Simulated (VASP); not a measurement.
# BiB (Immm) in VASP: notebook

Runs on BiB. Level: PBE. Tasks: electric field gradients.

Everything below comes from runs of VASP 6.6.1. Logs are shortened: lines on timing, memory, paths and dates and some standing lists are left out, and cuts for length are marked.

### 1 The cell of the first run

Symmetry: Immm, No. 71, orthorhombic system. Conventional cell: a = 3.656 Å, b = 3.805 Å, c = 5.276 Å, α = 90.00°, β = 90.00°, γ = 90.00°. B (site symmetry mmm) has 6 Bi at 2.64 Å as nearest neighbours. Bi (site symmetry mmm) has 6 B at 2.64 Å as nearest neighbours.

The cell comes from a database or a generator and needn't be the stable form of this composition.

### 2 Electric field gradients, PBE (xy shear strain of -4 %, crystal datasets)

Input file INCAR:

```
SYSTEM = BiB
  PREC = Accurate
  ENCUT = 520
  EDIFF = 1E-8
  ISMEAR = -1
  SIGMA = 0.05
  LREAL = .False.
  LASPH = .True.
  NELM = 100
  ALGO = Fast
  ISIF = 2
  LWAVE = .False.
  LCHARG = .False.
  GGA = PE
  LEFG = .True.
  NBANDS = 16
```

Input file KPOINTS:

```
Automatic mesh
0
Gamma
  12 12 12
  0 0 0
```

Input file POSCAR:

```
BiB
1.0
   -0.0527615063      2.6380753148      2.6380753148
    2.6380753148     -0.0527615063      2.6380753148
    2.5853138085      2.5853138085      0.0000000000
B Bi
1 1
Direct
    0.0000000000      0.0000000000      0.0000000000
    0.5000000000      0.5000000000      0.5000000000
```

Potentials or basis: VASP PAW PBE potentials, release 64 (B, Bi_d).

Run with:

```console
> cat potpaw_PBE.64/B/POTCAR potpaw_PBE.64/Bi_d/POTCAR > POTCAR
> mpirun -np 1 vasp_std > vasp.out
```

OUTCAR:

```text
SYSTEM = BiB
   PREC = Accurate
   ENCUT = 520
   EDIFF = 1E-8
   ISMEAR = -1
   LREAL = .False.
   LASPH = .True.
   NELM = 100
   ISIF = 2
   GGA = PE

 ion  position               nearest neighbor table
   1  0.000  0.000  0.000-   2 2.64   2 2.64   2 2.64   2 2.64   2 2.64   2 2.64
   2  0.500  0.500  0.500-   1 2.64   1 2.64   1 2.64   1 2.64   1 2.64   1 2.64

  LATTYP: Found a body centered orthorhombic cell.
 ALAT       =     3.6561858510
 B/A-ratio  =     1.0408163265
 C/A-ratio  =     1.4430750636

  Lattice vectors:

 A1 = (   0.0527615063,  -2.6380753148,  -2.6380753148)
 A2 = (  -0.0527615063,   2.6380753148,  -2.6380753148)
 A3 = (   2.6380753148,  -0.0527615063,   2.6380753148)

Analysis of symmetry for initial positions (statically):
=====================================================================
 Subroutine PRICEL returns:
 Original cell was already a primitive cell.

 Routine SETGRP: Setting up the symmetry group for a
 body centered orthorhombic supercell.

 Subroutine GETGRP returns: Found  8 space group operations
 (whereof  8 operations were pure point group operations)
 out of a pool of  8 trial point group operations.

The static configuration has the point symmetry D_2h.

Analysis of symmetry for dynamics (positions and initial velocities):
=====================================================================
 Subroutine PRICEL returns:
 Original cell was already a primitive cell.

 Routine SETGRP: Setting up the symmetry group for a
 body centered orthorhombic supercell.

 Subroutine GETGRP returns: Found  8 space group operations
 (whereof  8 operations were pure point group operations)
 out of a pool of  8 trial point group operations.

The dynamic configuration has the point symmetry D_2h.

 Subroutine INISYM returns: Found  8 space group operations
 (whereof  8 operations are pure point group operations),
 and found     1 'primitive' translations

----------------------------------------------------------------------------------------

                                     Primitive cell

  volume of cell :      36.7044

  direct lattice vectors                    reciprocal lattice vectors
    -0.052761506  2.638075315  2.638075315    -0.185815801  0.185815801  0.189532117
     2.638075315 -0.052761506  2.638075315     0.185815801 -0.185815801  0.189532117
     2.585313809  2.585313809  0.000000000     0.193400120  0.193400120 -0.189532117

  length of vectors
     3.731174950  3.731174950  3.656185851     0.324002234  0.324002234  0.332760629

  position of ions in fractional coordinates (direct lattice)
     0.000000000  0.000000000  0.000000000
     0.500000000  0.500000000  0.500000000

  ion indices of the primitive-cell ions
   primitive index   ion index
                 1           1
                 2           2

----------------------------------------------------------------------------------------

 KPOINTS: Automatic mesh

Automatic generation of k-mesh.
 Grid dimensions read from file:
 generate k-points for:   12   12   12

 Generating k-lattice:

  Cartesian coordinates                     Fractional coordinates (reciprocal lattice)
    -0.015484650  0.015484650  0.015794343     0.083333333 -0.000000000  0.000000000
     0.015484650 -0.015484650  0.015794343    -0.000000000  0.083333333  0.000000000
     0.016116677  0.016116677 -0.015794343     0.000000000  0.000000000  0.083333333

  Length of vectors
     0.027000186  0.027000186  0.027730052

  Shift w.r.t. Gamma in fractional coordinates (k-lattice)
     0.000000000  0.000000000  0.000000000

 Subroutine IBZKPT returns following result:
 ===========================================

 Found    280 irreducible k-points:

 Following reciprocal coordinates:
            Coordinates               Weight
  0.000000  0.000000  0.000000      1.000000
  0.083333 -0.000000  0.000000      4.000000
  0.166667 -0.000000  0.000000      4.000000
  0.250000  0.000000  0.000000      4.000000
  0.333333  0.000000  0.000000      4.000000
  0.416667 -0.000000  0.000000      4.000000
[... 16 lines left out ...]
  0.500000  0.166667  0.000000      4.000000
 -0.416667  0.166667  0.000000      4.000000
 [... further k-points ...]
   k-points           NKPTS =    280   k-points in BZ     NKDIM =    280   number of bands    NBANDS=     16
   number of dos      NEDOS =    301   number of ions     NIONS =      2
   total plane-waves  NPLWV =  21952
   dimension x,y,z NGX =    28 NGY =   28 NGZ =   28
   dimension x,y,z NGXF=    56 NGYF=   56 NGZF=   56
   ions per type =               1   1
   NGX,Y,Z   is equivalent  to a cutoff of  12.48, 12.48, 12.73 a.u.
   NGXF,Y,Z  is equivalent  to a cutoff of  24.95, 24.95, 25.46 a.u.
 SYSTEM =  BiB
   PREC   = accura    normal or accurate (medium, high low for compatibility)
   ISTART =      0    job   : 0-new  1-cont  2-samecut
   ICHARG =      2    charge: 1-file 2-atom 10-const
   ISPIN  =      1    spin polarized calculation?
   LNONCOLLINEAR =      F non collinear calculations
   LSORBIT =      F    spin-orbit coupling
   LASPH  =      T    aspherical Exc in radial PAW
   ENCUT  =  520.0 eV  38.22 Ry    6.18 a.u.   6.94  6.94  6.80*2*pi/ulx,y,z
   NELM   =    100;   NELMIN=  2; NELMDL= -5     # of ELM steps
   EDIFF  = 0.1E-07   stopping-criterion for ELM
   LREAL  =      F    real-space projection
   EDIFFG = 0.1E-06   stopping-criterion for IOM
   NSW    =      0    number of steps for IOM
   IBRION =     -1    ionic relax: 0-MD 1-quasi-New 2-CG
   NFREE  =      0    steps in history (QN), initial steepest desc. (CG)
   ISIF   =      2    stress and relaxation
   ISYM   =      2    0-nonsym 1-usesym 2-fastsym
   POTIM  = 0.5000    time-step for ionic-motion
   TEBEG  =    0.0;   TEEND  =   0.0 temperature during run
   PSTRESS=    0.0 pullay stress
   NELECT =      18.0000    total number of electrons
   NUPDOWN=      -1.0000    fix difference up-down
   EMIN   =  10.00;   EMAX   =-10.00  energy-range for DOS
   EFERMI =   0.00;   METHOD = LEGACY
   ISMEAR =    -1;   SIGMA  =   0.05  broadening in eV -4-tet -1-fermi 0-gaus
   EFERMI_NEDOS =   21; number of points for ismear=-14 and -15
   IALGO  =     68    algorithm
   IMIX   =      4    mixing-type and parameters
     AMIX     =   0.40;   BMIX     =  1.00
     AMIX_MAG =   1.60;   BMIX_MAG =  1.00
  volume/ion in A,a.u.               =      18.35       123.85
  Fermi-wavevector in a.u.,A,eV,Ry     =   1.291000  2.439637 22.676588  1.666682
  Thomas-Fermi vector in A             =   2.422797
   LORBIT       =      0    0 simple, 1 ext, 2 COOP (PROOUT), +10 PAW based schemes
   GGA     = PE    functional components
   LHFCALC =     F    Hartree Fock is set to
   AEXX    =    0.0000 exact exchange contribution
   IVDW    =     0    specifies the selected vdW correction
   LEPSILON=     F    determine dielectric tensor
   LRPA    =     F    only Hartree local field effects (RPA)
 non-spin polarized calculation
 RMM-DIIS sequential band-by-band and
  energy-cutoff  :      520.00
  volume of cell :       36.70
 maximum number of plane-waves:      1003
   NGX = 13   NGY = 13   NGZ = 13

 number of electron      18.0000000 magnetization

 Free energy of the ion-electron system (eV)
  ---------------------------------------------------
  ext. energy  EPLUGINS =         0.00000000
  ---------------------------------------------------
  free energy    TOTEN  =        -8.19203692 eV

  energy without entropy =       -8.18361838  energy(sigma->0) =       -8.18782765

 E-fermi :   8.0820     XC(G=0): -10.9167

 val. band max:        8.0805574296   @ k =   0.4167   0.1667   0.0000
 cond. band min:       8.0845770130   @ k =   0.0833   0.0833   0.0000
 fundamental gap:      0.0040195834
 Fermi energy:         8.0820453782

 k-point     1 :       0.0000    0.0000    0.0000
  band No.  band energies     occupation
      1     -14.7356      2.00000
      2     -14.7294      2.00000
      3     -14.7272      2.00000
      4     -14.6954      2.00000
      5     -14.6916      2.00000
      6      -5.9937      2.00000
[... 8 lines left out ...]
     15      16.5602      0.00000
     16      16.7995      0.00000
[... 419 lines left out ...]
 k-point    24 :      -0.4167    0.1667    0.0000
  band No.  band energies     occupation
      1     -14.7603      2.00000
      2     -14.7166      2.00000
      3     -14.7044      2.00000
      4     -14.6603      2.00000
      5     -14.6511      2.00000
      6      -3.0899      2.00000
[... 8 lines left out ...]
     15      19.7779      0.00000
     16      20.4824      0.00000

 [... further k-points ...]
[... 5 lines left out ...]
  --------------------------------------------------------------------------------------
  -------------------------------------------------------------------------------------
  Total        0.0347491      0.0347491     -0.0144224      0.3311903      0.0000000      0.0000000
  in kB        1.5168291      1.5168291     -0.6295487     14.4567385      0.0000000      0.0000000
  external PRESSURE =       0.8013698 kB  Pullay stress =       0.0000000 kB

 VOLUME and BASIS-vectors are now :
 -----------------------------------------------------------------------------
  energy-cutoff  :      520.00
  volume of cell :       36.70
      direct lattice vectors                 reciprocal lattice vectors
    -0.052761506  2.638075315  2.638075315    -0.185815801  0.185815801  0.189532117
     2.638075315 -0.052761506  2.638075315     0.185815801 -0.185815801  0.189532117
     2.585313809  2.585313809  0.000000000     0.193400120  0.193400120 -0.189532117

 POSITION                                       TOTAL-FORCE (eV/Angst)
 -----------------------------------------------------------------------------------
      0.00000      0.00000      0.00000         0.000000      0.000000      0.000000
      2.58531      2.58531      2.63808         0.000000      0.000000     -0.000000
 -----------------------------------------------------------------------------------
    total drift:                                0.000000      0.000000      0.000000

  FREE ENERGIE OF THE ION-ELECTRON SYSTEM (eV)
  ---------------------------------------------------
  free  energy   TOTEN  =        -8.1920369164 eV

  energy  without entropy=       -8.1836183825  energy(sigma->0) =       -8.18782765

 Electric field gradients (V/A^2)
---------------------------------------------------------------------
 ion       V_xx      V_yy      V_zz      V_xy      V_xz      V_yz
---------------------------------------------------------------------
   1      -0.033    -0.033     0.066     0.674     0.000     0.000
   2      -0.713    -0.713     1.427    12.443     0.000     0.000
---------------------------------------------------------------------

 Electric field gradients after diagonalization (V/A^2)
 (convention: |V_zz| > |V_xx| > |V_yy|)
----------------------------------------------------------------------
 ion       V_xx      V_yy      V_zz     asymmetry (V_yy - V_xx)/ V_zz
----------------------------------------------------------------------
   1       0.641     0.066    -0.707       0.812
   2      11.730     1.427   -13.156       0.783
----------------------------------------------------------------------

           NMR quadrupolar parameters

 Cq : quadrupolar parameter    Cq=e*Q*V_zz/h
 eta: asymmetry parameters     (V_yy - V_xx)/ V_zz
 Q  : nuclear electric quadrupole moment in mb (millibarn)
----------------------------------------------------------------------
 ion       Cq(MHz)       eta       Q (mb)
----------------------------------------------------------------------
   1      -0.002       0.812       1.000
   2      -0.032       0.783       1.000
----------------------------------------------------------------------
```

Run time: 2.1 min. Hardware: 1 thread of Intel Xeon Platinum 8488C (Sapphire Rapids), shared host; peak memory 0.28 GiB.

What came out:

| Item | Value |
| --- | --- |
| Free energy | -8.1920 eV |
| Pressure | 0.1 GPa |
| Band gap on the k mesh | none (metal or under the smearing width) |

Electric field gradients, principal values (V/Å²):
| atom | Vxx | Vyy | Vzz |
| --- | --- | --- | --- |
| 1 B | 0.066 | 0.641 | -0.707 |
| 2 Bi | 1.427 | 11.730 | -13.156 |

Caveat: spin-orbit coupling is left out, which moves the levels of the heavy elements.

### 3 Electric field gradients, PBE (xy shear strain of -4 %)

Input file INCAR:

```
SYSTEM = BiB
ALGO = Fast
EDIFF = 1E-8
ENCUT = 520
GGA = PE
ISIF = 2
ISMEAR = -1
LASPH = .True.
LCHARG = .False.
LEFG = .True.
LREAL = .False.
LWAVE = .False.
NBANDS = 16
NELM = 100
PREC = Accurate
SIGMA = 0.05
```

Input file KPOINTS:

```
k-points
0
Gamma
  12 12 12
  0 0 0
```

POSCAR is that of step 2.

Potentials or basis: VASP PAW PBE potentials, release 64 (B, Bi_d).

Run with:

```console
> cat potpaw_PBE.64/B/POTCAR potpaw_PBE.64/Bi_d/POTCAR > POTCAR
> mpirun -np 1 vasp_std > vasp.out
```

OUTCAR:

```text
SYSTEM = BiB
   EDIFF = 1E-8
   ENCUT = 520
   GGA = PE
   ISIF = 2
   ISMEAR = -1
   LASPH = .True.
   LREAL = .False.
   NELM = 100
   PREC = Accurate

 ion  position               nearest neighbor table
   1  0.000  0.000  0.000-   2 2.64   2 2.64   2 2.64   2 2.64   2 2.64   2 2.64
   2  0.500  0.500  0.500-   1 2.64   1 2.64   1 2.64   1 2.64   1 2.64   1 2.64

  LATTYP: Found a body centered orthorhombic cell.
 ALAT       =     3.6561858510
 B/A-ratio  =     1.0408163265
 C/A-ratio  =     1.4430750636

  Lattice vectors:

 A1 = (   0.0527615063,  -2.6380753148,  -2.6380753148)
[... 671 lines left out ...]
  free  energy   TOTEN  =        -8.1920369164 eV

  energy  without entropy=       -8.1836183825  energy(sigma->0) =       -8.18782765

 Electric field gradients (V/A^2)
---------------------------------------------------------------------
 ion       V_xx      V_yy      V_zz      V_xy      V_xz      V_yz
---------------------------------------------------------------------
   1      -0.033    -0.033     0.066     0.674     0.000     0.000
   2      -0.713    -0.713     1.427    12.443     0.000     0.000
---------------------------------------------------------------------

 Electric field gradients after diagonalization (V/A^2)
 (convention: |V_zz| > |V_xx| > |V_yy|)
----------------------------------------------------------------------
 ion       V_xx      V_yy      V_zz     asymmetry (V_yy - V_xx)/ V_zz
----------------------------------------------------------------------
   1       0.641     0.066    -0.707       0.812
   2      11.730     1.427   -13.156       0.783
----------------------------------------------------------------------

           NMR quadrupolar parameters

 Cq : quadrupolar parameter    Cq=e*Q*V_zz/h
 eta: asymmetry parameters     (V_yy - V_xx)/ V_zz
 Q  : nuclear electric quadrupole moment in mb (millibarn)
----------------------------------------------------------------------
 ion       Cq(MHz)       eta       Q (mb)
----------------------------------------------------------------------
   1      -0.002       0.812       1.000
   2      -0.032       0.783       1.000
----------------------------------------------------------------------
```

stdout:

```text
POSCAR found type information on POSCAR B Bi
 POSCAR found :  2 types and       2 ions
 scaLAPACK will be used
 LDA part: xc-table for (Slater+PW92), standard interpolation
 POSCAR, INCAR and KPOINTS ok, starting setup
 FFT: planning ... GRIDC
 FFT: planning ... GRID_SOFT
 FFT: planning ... GRID
 WAVECAR not read
 entering main loop
WARNING in EDDRMM: call to ZHEGV failed, returncode =   8  4     14
 num prob WARNING in EDDRMM: call to ZHEGV failed, returncode =   8  4     16
WARNING in EDDRMM: call to ZHEGV failed, returncode =   8  4     15
WARNING in EDDRMM: call to ZHEGV failed, returncode =   8  4     14
WARNING in EDDRMM: call to ZHEGV failed, returncode =   6  3     16
WARNING in EDDRMM: call to ZHEGV failed, returncode =   6  3     15
 num prob  num prob  num prob  num prob  num prob WARNING in EDDRMM: call to ZHEGV failed, returncode =   8  4     15
ion   1

ion   2
```

Wall time 2 min (1 thread of Intel Xeon Platinum 8488C (Sapphire Rapids), shared host); peak memory 0.28 GiB.

What came out:

```
Free energy            : -8.1920 eV
Pressure               : 0.1 GPa
Band gap on the k mesh : none (metal or under the smearing width)
```

Electric field gradients, principal values (V/Å²):
| atom | Vxx | Vyy | Vzz |
| --- | --- | --- | --- |
| 1 B | 0.066 | 0.641 | -0.707 |
| 2 Bi | 1.427 | 11.730 | -13.156 |

Caveat: spin-orbit coupling is left out, which moves the levels of the heavy elements.
